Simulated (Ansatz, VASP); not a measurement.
## NiMoIrPdW in VASP and in Ansatz

```
Ni Mo Pd Ir W
1.0
     4.11705    0.00000    0.00000
    -2.05853    3.56547    0.00000
     0.00000    0.00000    5.44580
Ni Mo Pd Ir W
1 1 1 1 1
Direct
  0.00000 0.00000 0.95775
  0.66667 0.33333 0.96161
  0.66667 0.33333 0.46295
  0.33333 0.66667 0.72572
  0.33333 0.66667 0.23642
```

The cell was built by a generator and needn't be a form met in nature.

Alike in both runs: task atomic charges; functional PBE; k mesh 8 × 8 × 5; occupations fermi-dirac, width 0.05 eV; collinear spin, ferromagnetic start.

|  | VASP | Ansatz |
| --- | --- | --- |
| version | VASP 6.6.1 | Ansatz 0.2.0 |
| potentials or method | VASP PAW PBE potentials, release 64 (Ni, Mo_sv, Pd, Ir, W_sv) | Ansatz PAW |
| plane-wave cutoff (eV) | 520 | 420 |
| valence electrons in the cell | 57 | 81 |

VASP gave:

```
gap on the k mesh at the Fermi level (eV) : none
pressure (GPa)                            : 0.3
rms of the force components (eV/Å)        : 0.015
net moment per atom (μB)                  : 0.00
```

Question: Which values does Ansatz return?

Answer: gap on the k mesh at the Fermi level (eV): none; pressure (GPa): 0.0; rms of the force components (eV/Å): 0.014; net moment per atom (μB): 0.00.

Atom by atom the forces differ by 0.005 eV/Å (rms over components). A gap of «none» marks a metal or a gap that the smearing closes. The two sets of potentials don't hold the same shells in valence.

Caveats: the starting moments weren't kept (Ansatz). Spin-orbit coupling is left out, which matters for the levels of Ir, W.
